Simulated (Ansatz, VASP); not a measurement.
# TaN: VASP beside Ansatz

Wanted: the spread between two codes on one cell, functional and k mesh. The structure shown is the start of the Ansatz relaxation below; VASP solves that cell, so the two are compared at the walk's first step.

Main program and level: Ansatz 0.2.0; plane waves, with VASP 6.6.1 beside it; single point at PBEsol.

## 1. The structure

The structure is hexagonal, space group P-62m (No. 189). Conventional cell: a = 5.214 Å, b = 5.214 Å, c = 2.780 Å, α = 90.00°, β = 90.00°, γ = 120.00°. N has 5 Ta at 2.04 to 2.12 Å nearest. Ta has 6 N at 2.12 Å nearest. Nearest to Ta lie 3 N at 2.04 Å. Farther neighbours and most contacts between anions are not listed.

## 2. Ansatz: relaxation, PBEsol

Ansatz runs on its PAW soft_1 files.

The two programs are compared at the cell with which this relaxation starts, whose forces are those of its first step.

input.yaml

```yaml
crystal:
  lattice:
    - [5.2139351759, 0.0, 0.0]
    - [-2.606967588, 4.515400316, 0.0]
    - [0.0, 0.0, 2.7801805423]
  atoms:
    - { symbol: "N", position: [0.3919963852, 2.75e-08, 0.0] }
    - { symbol: "N", position: [0.6080035811, 0.6080035811, 0.0] }
    - { symbol: "N", position: [2.75e-08, 0.3919963852, 0.0] }
    - { symbol: Ta, position: [0.3333333439, 0.6666666968, 0.5] }
    - { symbol: Ta, position: [0.6666666968, 0.3333333439, 0.5] }
    - { symbol: Ta, position: [-3.45e-08, -3.45e-08, 0.0] }
kpoints:
  mp_grid: { grid: [9, 9, 12] }
hamiltonian:
  xc: pbesol
  pseudopotentials: { kind: paw, azcp: { folder: soft_1 }, xc_functional: pbe }
scf:
  occupations: { method: methfessel_paxton, width: 0.2 }
output:
  forces: true
  stress: true
  eigenvalues: true
relax:
  adjacent_minimum: "off"
  f_tol: 0.001
  max_steps: 60
  cell: { stress_tol: 0.01, fix: [c, angles] }
```

Launch:

```bash
ansatz run input.yaml --threads 8 --pin off --max-ram 16384MiB --backend cpu --events-out ev --progress --plain --runs-dir out
```

Numbers of over 12 decimals in the logs are rounded to 6 here.

Output:

```text
Warning: crystal.symmetry: narrowed to the stabiliser of the fixed cell quantities (relax.cell.fix) — unitary ops 12 → 4. The narrowing is safe, since a smaller group never makes results wrong: the run goes on under it, on as many k-points as the starting group would need, or more. Excluded: 8 operations that would move a fixed cell quantity at a test strain (relax.cell.fix fixes c, alpha, beta, gamma). The cell can leave their symmetry as it relaxes.
Engine: ansatz 0.2.0, aarch64-unknown-linux-gnu
Pseudopotentials: kind: paw
Pseudopotential: N, paw, valence charge 5, recommended cutoff 420 eV (normal), soft_1/N.paw.azcp
Pseudopotential: Ta, paw, valence charge 13, recommended cutoff 420 eV (normal), soft_1/Ta.paw.azcp
Functional definition: PBEsol
  exchange = pbesol_x
  correlation = pbesol_c
Crystal: 6 atoms, lattice volume = 65.454 Å³
Basis set: ecut = 420 eV, 1275 PW (Γ), exchange–correlation on 72×72×40 points (8 copies of the dense FFT grid, shifted against one another)
Bands: 33, of which v1, the nominal top of the filled ones, is band 27 counted from 1 (26 counted from 0)
Symmetry: 4 space group operations
k-points: 175 of 972 (time reversal used)
Non-local potential: N, projectors of the file, l = 0: 2, l = 1: 2, l = 2: 1
Non-local potential: Ta, projectors of the file, l = 0: 3, l = 1: 2, l = 2: 2, l = 3: 1
PAW form: soft (Blöchl's): semilocal exchange-correlation on the pseudo side does not see the compensation charge
PAW frozen core: N, regenerated for the run's functional, and the local potential with it (the file was generated under x = pbe(κ = 0.804, μ = 0.219515), c = pbe(β = 0.066725))
PAW frozen core: Ta, regenerated for the run's functional, and the local potential with it (the file was generated under x = pbe(κ = 0.804, μ = 0.219515), c = pbe(β = 0.066725))
PAW one-centre angular grid: N, 110 points (default); XC on 64 Gauss nodes
PAW one-centre angular grid: Ta, 590 points (default); XC on 64 Gauss nodes
Initial density: superposition of atomic densities (chi_scale 0.1, normalization cell, long waves kept (reshape's long-wave potential 0.01 eV rms))
Initial wavefunctions: pseudopotential atomic-orbital guess
Functional: x = pbesol(κ = 0.804, μ = 0.123457), c = pbesol(β = 0.046)
SCF iter   1: F=—  HF=-30566.303760 eV  |F-HF|=—  |Δ(HF+E_count)|=         —  Δρ=6.83e-2  dr2=3.89e0  ethr=3.10e-3  ⟨swp⟩=4.6  Hψ=22729  notcnv=0
preconditioner: auto → none  [insulator: Δε(μ)=0.145 eV  Ē_g=10.174 eV  σ=0.200 eV  W_gap=0.57  n_scr=14 (ndim 8)  ℏωp=25.1 eV  f_vac=0.000  D(μ)=0.40/eV (n_scr^D=0)  ε∞_Penn≈7.1]
SCF iter   2: F=—  HF=-30565.505906 eV  |F-HF|=—  |Δ(HF+E_count)|=   7.98e-1  S|Δr|=    0.00e0  Δρ=2.61e-2  dr2=1.56e-1  ethr=3.10e-3  ⟨swp⟩=2.0  Hψ=10399  notcnv=0  defer=195
SCF iter   3: F=—  HF=-30565.513695 eV  |F-HF|=—  |Δ(HF+E_count)|=   7.79e-3  S|Δr|=    0.00e0  Δρ=1.03e-2  dr2=2.72e-2  ethr=2.89e-4  ⟨swp⟩=1.0  Hψ=5669  notcnv=0  defer=195
SCF iter   4: F=—  HF=-30565.517145 eV  |F-HF|=—  |Δ(HF+E_count)|=   3.45e-3  S|Δr|=    0.00e0  Δρ=1.23e-3  dr2=1.33e-3  ethr=5.03e-5  ⟨swp⟩=2.1  Hψ=6962  notcnv=0  defer=195
SCF iter   5: F=—  HF=-30565.516911 eV  |F-HF|=—  |Δ(HF+E_count)|=   2.34e-4  S|Δr|=    0.00e0  Δρ=2.23e-4  dr2=1.09e-5  ethr=2.46e-6  ⟨swp⟩=2.0  Hψ=8054  notcnv=0  defer=195
SCF iter   6: F=—  HF=-30565.516919 eV  |F-HF|=—  |Δ(HF+E_count)|=   8.18e-6  S|Δr|=    0.00e0  Δρ=3.23e-5  dr2=2.91e-7  ethr=2.03e-8  ⟨swp⟩=2.6  Hψ=9959  notcnv=0  defer=195
SCF iter   7: F=-30565.516919 eV  HF=-30565.516919 eV  |F-HF|=2.38e-9  |Δ(HF+E_count)|=   1.66e-9  S|Δr|=    0.00e0  Δρ=4.49e-6  dr2=6.37e-9  ethr=1.85e-10  ⟨swp⟩=9.4  Hψ=25508  notcnv=0
SCF 1 converged in 7 iterations: F = -30565.516919 eV  dr2 = 6.37e-9
  greatest PAW one-centre occupation: 0.999 electrons in one spin orbital (limit 2), on the Ta atom at site 4 (counted from 0), in its partial waves of l = 0
relax step   1: F+E_penalty+E_count = -30565.51691935 eV  Δ(F+E_penalty+E_count) = +0.000e0 eV  max|allowed force component| = 3.001e-2 eV/Å  Δτ_max = 0.0000 Å  P = +10.992 GPa  Ω = 65.454 Å³  fix = [c, alpha, beta, gamma]  reactions: c +29.136 GPa; gamma +0.000 GPa/rad  (7 SCF iters, dr2 threshold 1.00e-7 eV, accepted)
[...]
relax step   6: F+E_penalty+E_count = -30565.51889510 eV  Δ(F+E_penalty+E_count) = -5.337e-4 eV  max|allowed force component| = 3.929e-5 eV/Å  Δτ_max = 0.0000 Å  P = +9.364 GPa  Ω = 65.763 Å³  fix = [c, alpha, beta, gamma]  reactions: c +28.062 GPa; gamma -0.000 GPa/rad  stress off target by 1.54e-2 GPa on what of the cell is left free  SCF on the basis re-selected at this cell (its energy is not comparable with the rows above)  (5 SCF iters)
[...]
relax step   7: F+E_penalty+E_count = -30565.51889103 eV  Δ(F+E_penalty+E_count) = +4.070e-6 eV  max|allowed force component| = 4.779e-6 eV/Å  Δτ_max = 0.0000 Å  P = +9.351 GPa  Ω = 65.766 Å³  energy of the carried Pulay correction = -4.187e-6 eV  fix = [c, alpha, beta, gamma]  reactions: c +28.054 GPa; gamma +0.000 GPa/rad  (3 SCF iters, dr2 threshold 5.96e-10 eV, accepted)
[...]
relax step   8: F+E_penalty+E_count = -30565.51889520 eV  Δ(F+E_penalty+E_count) = -4.172e-6 eV  max|allowed force component| = 5.771e-6 eV/Å  Δτ_max = 0.0000 Å  P = +9.352 GPa  Ω = 65.766 Å³  fix = [c, alpha, beta, gamma]  reactions: c +28.054 GPa; gamma +0.000 GPa/rad  stress off target by 1.16e-4 GPa on what of the cell is left free  SCF on the basis re-selected at this cell (its energy is not comparable with the rows above)  (5 SCF iters)
basis re-selected at this cell: Δ(F+E_penalty+E_count) = -4.172e-6 eV, ΔP = +0.000 GPa vs the last step (what re-selecting the basis moved, of the pressure what is left beyond the Pulay correction that the steps carried, after the strain that the cell walked since its last selection, with what the two solves' SCF thresholds leave and, on support functions, any second-order correction that the steps lacked; it is no m [...]
SCF converged after 5 iterations
Stability not checked: this state was not tested for a lower state beside it, because cold or Methfessel-Paxton smearing, or corrected tetrahedra, fill the levels in a way that the test cannot read (fill_not_monotonic; see scf.lower_state_search)
Free energy (F): -30565.518895 eV
Harris-Foulkes:  -30565.518895 eV  (|F-HF|=1.46e-11)
Internal energy: -30565.520005 eV  (E = F + TS)
E sigma→0 (E₀):  -30565.519173 eV
Entropy (-TS):   0.001110 eV (0.185 meV/atom)
Fermi energy:    20.320126 eV
--- Per-component energies (eV) ---
  E_band       = -193.084921
  E_kinetic    = 1576.954129
  E_local      = -1939.364535  (includes V_loc(G=0)·N_el)
  E_nonlocal   = 80.702685
  E_hartree    = 698.860015
  E_xc         = -1138.117216
  E_vxc        = -931.935090  (∫ρ·V_xc dr)
  E_paw        = -24915.064035  (= ΣΔE_a)
  E_vpaw       = -377.164932  (= ΣTr[D̂ρ^β])
  E_aug_tail   = 0.002802  (compensation charges beyond the density's cutoff)
  E_ewald      = -4930.219285
  E_core_change = 0.725435  (= ΣΔE_core)
  E_smearing   = 0.001110  (= −TS)
  E_closure    = -0.000000  (closes the sum)
  Σ components = -30565.518895   (vs F -30565.518895, Δ=0.00e0)
--- Forces (eV/Å), atoms counted from 1 ---
  atom   1  N     -0.00000577     0.00000149     0.00000000
  atom   2  N      0.00000156     0.00000271     0.00000000
  atom   3  N      0.00000417    -0.00000425     0.00000000
  atom   4  Ta    -0.00000253     0.00000417     0.00000000
  atom   5  Ta     0.00000488    -0.00000011     0.00000000
  atom   6  Ta    -0.00000230    -0.00000398     0.00000000
  max |Σ_I F_I| component: 2.99e-8 eV/Å
--- Stress (GPa, compression-positive) ---
        0.000119      -0.000005       0.000000
       -0.000005       0.000113       0.000000
        0.000000       0.000000      28.054292
  P = ⅓ Tr σ = 9.3515 GPa (93.515 kbar)
--- Band table (eV; the first three rows and the last of 175) ---
  k-point 0: bands = [... 23 lower, 15.8954, 17.1931, 17.7951, 19.1128, 19.1128, 21.3189, 21.3263, 21.3263, ... 2 higher]
  k-point 1: bands = [... 23 lower, 15.6054, 17.2248, 18.2803, 18.8686, 18.8686, 21.4713, 21.6005, 21.6005, ... 2 higher]
  k-point 2: bands = [... 23 lower, 14.8449, 17.9828, 18.5428, 18.5428, 19.2251, 21.7815, 21.7815, 21.9259, ... 2 higher]
  k-point 174: bands = [... 23 lower, 15.9346, 16.8367, 18.3208, 19.0996, 20.7587, 21.5661, 23.3180, 23.3873, ... 2 higher]
--- Relaxed structure (6 steps of the walk, 6 accepted, 2 SCFs on fresh bases) ---
  F+E_penalty+E_count = -30565.51889520 eV   max|allowed force component| = 5.771e-6 eV/Å   (the final SCF, on the basis selected at the relaxed cell)
  cell:  # Å, volume = 65.7658 Å³
    - [5.226348, 2.893619415174409e-11, 0.0]
    - [-2.613174, 4.526150, 0.0]
    - [0.0, 0.0, 2.7801805423]
  atoms:
    - { symbol: N, position: [0.391442, -3.7325753886250537e-8, 0.0] }
    - { symbol: N, position: [0.608559, 0.608559, 0.0] }
    - { symbol: N, position: [-3.7325753904360326e-8, 0.391442, 0.0] }
    - { symbol: Ta, position: [0.333333, 0.666667, 0.5] }
    - { symbol: Ta, position: [0.666667, 0.333333, 0.5] }
    - { symbol: Ta, position: [5.0494932481613386e-8, 5.049493248162499e-8, 0.0] }
```

## 3. VASP: single point, PBEsol, start cell, pair 1

The same cell, functional, mesh and smearing now go to VASP, with its own data sets.

Lines of VASP's logs that name or quote its potential files are left out, and so is its time.

INCAR

```
SYSTEM = TaN
PREC = Accurate
ENCUT = 520
EDIFF = 1E-06
NELM = 120
ISMEAR = 1
SIGMA = 0.2
LREAL = .FALSE.
ALGO = Normal
GGA = PS
NBANDS = 30
LASPH = .TRUE.
LORBIT = 11
LWAVE = .FALSE.
LCHARG = .FALSE.
ISIF = 2
GGA_COMPAT = .FALSE.
KPAR = 2
```

POSCAR

```
TaN
1.0
    5.2139350000      0.0000000000      0.0000000000
   -2.6069680000      4.5154000000      0.0000000000
    0.0000000000      0.0000000000      2.7801810000
N Ta
3 3
Direct
    0.3919964480      0.0000000000      0.0000000000
    0.6080037905      0.6080037206      0.0000000000
    0.0000000640      0.3919965009      0.0000000000
    0.3333334342      0.6666667405      0.4999998202
    0.6666667576      0.3333332595      0.4999998202
    0.0000000000      0.0000000000      0.0000000000
```

KPOINTS

```
Automatic mesh
0
Gamma
9 9 12
0 0 0
```

PAW data sets: N and Ta_pv (PBE family, release 64).

Launch:

```bash
mpirun -np 2 vasp_std
```

Output:

```text
[banner, memory and clock lines left out]
running    2 mpi-ranks, on    1 nodes
 distrk:  each k-point on    1 cores,    2 groups
 distr:  one band on    1 cores,    1 groups

 POSCAR found type information on POSCAR N Ta
 POSCAR found :  2 types and       6 ions
|                                                                             |
|               ----> ADVICE to this user running VASP <----                  |
|                                                                             |
|     You enforced a specific xc type in the INCAR file but a different       |
|     [... a line on the potential file left out ...]
|     I HOPE YOU KNOW WHAT YOU ARE DOING!                                     |
|                                                                             |

 LDA part: xc-table for (Slater+PW92), standard interpolation
 POSCAR, INCAR and KPOINTS ok, starting setup
 FFT: planning ... GRIDC
 FFT: planning ... GRID_SOFT
 FFT: planning ... GRID
 WAVECAR not read
 entering main loop
       N       E                     dE             d eps       ncg     rms          rms(c)
DAV:   1     0.451209741899E+03    0.45121E+03   -0.26531E+04  5040   0.169E+03
DAV:   2    -0.512956769190E+02   -0.50251E+03   -0.48402E+03  5922   0.483E+02
DAV:   3    -0.795573261164E+02   -0.28262E+02   -0.27851E+02  6036   0.109E+02
DAV:   4    -0.801602396697E+02   -0.60291E+00   -0.59755E+00  6226   0.156E+01
DAV:   5    -0.801751282797E+02   -0.14889E-01   -0.14878E-01  6186   0.192E+00    0.476E+01
DAV:   6    -0.714966564066E+02    0.86785E+01   -0.49594E+01  6368   0.390E+01    0.209E+01
DAV:   7    -0.712851696920E+02    0.21149E+00   -0.20081E+00  6048   0.846E+00    0.112E+01
DAV:   8    -0.712181404613E+02    0.67029E-01   -0.27702E-01  6078   0.351E+00    0.816E-01
DAV:   9    -0.712079895066E+02    0.10151E-01   -0.33544E-02  6428   0.136E+00    0.368E-01
DAV:  10    -0.712075941711E+02    0.39534E-03   -0.12566E-02  6232   0.569E-01    0.167E-01
DAV:  11    -0.712072767706E+02    0.31740E-03   -0.33649E-03  6304   0.330E-01    0.409E-02
DAV:  12    -0.712072504023E+02    0.26368E-04   -0.19585E-04  6148   0.862E-02    0.140E-02
DAV:  13    -0.712072501515E+02    0.25073E-06   -0.16294E-05  5970   0.233E-02    0.527E-03
DAV:  14    -0.712072500727E+02    0.78864E-07   -0.20434E-06  4366   0.103E-02
   1 F= -.71207250E+02 E0= -.71207614E+02  d E =0.109051E-02
```

Parts of OUTCAR (step 3):

```text
ion  position               nearest neighbor table
   1  0.392  0.000  0.000-   6 2.04   5 2.12   4 2.12   5 2.12   4 2.12
   2  0.608  0.608  0.000-   6 2.04   4 2.12   5 2.12   4 2.12   5 2.12
   3  0.000  0.392  0.000-   6 2.04   5 2.12   4 2.12   5 2.12   4 2.12
   4  0.333  0.667  0.500-   1 2.12   3 2.12   2 2.12   1 2.12   3 2.12   2 2.12   5 3.01   5 3.01
                             5 3.01   6 3.32   6 3.32   6 3.32   6 3.32   6 3.32   6 3.32
   5  0.667  0.333  0.500-   3 2.12   1 2.12   3 2.12   1 2.12   2 2.12   2 2.12   4 3.01   4 3.01
                             4 3.01   6 3.32   6 3.32   6 3.32   6 3.32   6 3.32   6 3.32
   6  0.000  0.000  0.000-   2 2.04   1 2.04   3 2.04   4 3.32   5 3.32   4 3.32   5 3.32   4 3.32
                             5 3.32   5 3.32   4 3.32   4 3.32   5 3.32   5 3.32   4 3.32

  LATTYP: Found a hexagonal cell.
 ALAT       =     5.2139350000
 C/A-ratio  =     0.5332212619

 Subroutine GETGRP returns: Found 12 space group operations
 (whereof 12 operations were pure point group operations)

The static configuration has the point symmetry D_3h.

 Found     84 irreducible k-points:

   k-points           NKPTS =     84   k-points in BZ     NKDIM =     84   number of bands    NBANDS=     30

   dimension x,y,z NGX =    40 NGY =   40 NGZ =   24
   dimension x,y,z NGXF=    80 NGYF=   80 NGZF=   48

   ENCUT  =  520.0 eV  38.22 Ry    6.18 a.u.   9.69  9.69  5.17*2*pi/ulx,y,z

   NELECT =      48.0000    total number of electrons

 k-points in reciprocal lattice and weights: Automatic mesh
   0.00000000  0.00000000  0.00000000       0.001
   0.11111111  0.00000000  0.00000000       0.006
   0.22222222  0.00000000  0.00000000       0.006
   0.33333333  0.00000000  0.00000000       0.006
   0.44444444  0.00000000  0.00000000       0.006
   0.11111111  0.11111111  0.00000000       0.006
   0.22222222  0.11111111  0.00000000       0.012
   0.33333333  0.11111111  0.00000000       0.012
   0.44444444  0.11111111  0.00000000       0.006
[...]
0.33333333  0.22222222  0.50000000       0.012
   0.33333333  0.33333333  0.50000000       0.002

 average (electrostatic) potential at core
       1 -61.6282       2 -61.6281       3 -61.6282       4 -35.1546       5 -35.1546
       6 -34.5307

 E-fermi :   8.7089

 k-point     1 :       0.0000    0.0000    0.0000
  band No.  band energies     occupation
    ...
     21       4.2655      2.00000
     22       5.5694      2.00000
     23       6.1868      2.00000
     24       7.4995      2.00000
     25       7.4995      2.00000
     26       9.6762     -0.00000
     27       9.6762     -0.00000
     28       9.7598     -0.00000
     29      10.8150     -0.00000
     30      10.9192     -0.00000

 k-point     2 :       0.1111    0.0000    0.0000
  band No.  band energies     occupation
    ...
     21       4.4096      2.00000
     22       5.4408      2.00000
     23       5.8307      2.00000
     24       7.3726      2.00000
     25       8.0069      2.00001
     26       9.5837     -0.00000
     27       9.7670     -0.00000
     28       9.8287     -0.00000
     29      10.9236     -0.00000
     30      11.1151     -0.00000

 k-point     3 :       0.2222    0.0000    0.0000
  band No.  band energies     occupation
    ...
     20       3.6329      2.00000
     21       4.5831      2.00000
     22       5.1102      2.00000
     23       5.3493      2.00000
     24       6.9832      2.00000
     25       8.9206     -0.06040
     26       9.5288     -0.00000
     27      10.0176     -0.00000
     28      10.2508     -0.00000
     29      11.0308     -0.00000
    ...

  Total        1.2630923      1.2630922     12.3654105     -0.0000001      0.0000000      0.0000000
  in kB       30.9179556     30.9179533    302.6803362     -0.0000034      0.0000000      0.0000000
  external PRESSURE =     121.5054150 kB  Pullay stress =       0.0000000 kB

  energy-cutoff  :      520.00
  volume of cell :       65.45
      direct lattice vectors                 reciprocal lattice vectors
     5.213935000  0.000000000  0.000000000     0.191793722  0.110732182  0.000000000
    -2.606968000  4.515400000  0.000000000     0.000000000  0.221464322  0.000000000
     0.000000000  0.000000000  2.780181000     0.000000000  0.000000000  0.359688812

 POSITION                                       TOTAL-FORCE (eV/Angst)
 -----------------------------------------------------------------------------------
      2.04384      0.00000      0.00000        -0.033033     -0.000000      0.000000
      1.58505      2.74538      0.00000         0.016516      0.028607      0.000000
     -1.02192      1.77002      0.00000         0.016516     -0.028607      0.000000
      0.00000      3.01027      1.39009        -0.000000     -0.000000      0.000000
      2.60697      1.50513      1.39009        -0.000000     -0.000000      0.000000
      0.00000      0.00000      0.00000        -0.000000     -0.000000      0.000000
 -----------------------------------------------------------------------------------
    total drift:                               -0.000877     -0.000702      0.000086

  FREE ENERGIE OF THE ION-ELECTRON SYSTEM (eV)
  ---------------------------------------------------
  free  energy   TOTEN  =       -71.2072500727 eV

  energy  without entropy=      -71.2083405847  energy(sigma->0) =      -71.20761358

 total charge
# of ion       s       p       d       tot
------------------------------------------
    1        1.235   2.581   0.000   3.816
    2        1.235   2.581   0.000   3.816
    3        1.235   2.581   0.000   3.816
    4        0.309   6.299   2.483   9.091
    5        0.309   6.299   2.483   9.091
    6        0.345   6.231   2.483   9.059
--------------------------------------------------
tot          4.668  26.572   7.448  38.688

[... 3 further parts left out ...]
```

The run ends at a pressure of 12.15 GPa, with forces up to 0.033 eV/Å.

## 4. Side by side

Known differences besides the potentials themselves: the data sets hold 54 valence electrons in Ansatz (on its PAW soft_1 files) and 48 in VASP; the cutoff is 420 eV in Ansatz and 520 eV in VASP; Ansatz makes its cores anew for this functional, VASP keeps those of its PBE data sets. Total energies have different zeros and are not compared.

At this near-relaxed geometry the largest component of a force difference is 3 meV/Å.

## 5. What the set-up changes

Further runs change the set-up of one program: Ansatz's method, potentials or start, or VASP's data sets, cutoff or form of LDA. The table gives that difference for each run.

```
                         run  r.m.s. force difference (meV/Å)
                    as above                              1.2
VASP with a cutoff of 600 eV (perhaps on Ansatz's relaxed cell)                              1.7
```

[end of part 1 of 2]

[Lines on the potential files, build, host, timing and source positions are cut from VASP's logs without a mark.]

[Logs are printed without paths, hosts, clocks, repeated set-up lines and the standing remarks that a program may print on its own settings, such as how far it seeks lower states.]

[Hosts, paths, dates, database ids (printed as entryN), source tags and the programs' standing remarks are cut or masked in the printed files.]

[Rows of further runs with another cutoff or data set may stand on the cell that Ansatz relaxed, not on the start cell of the pair above them.]
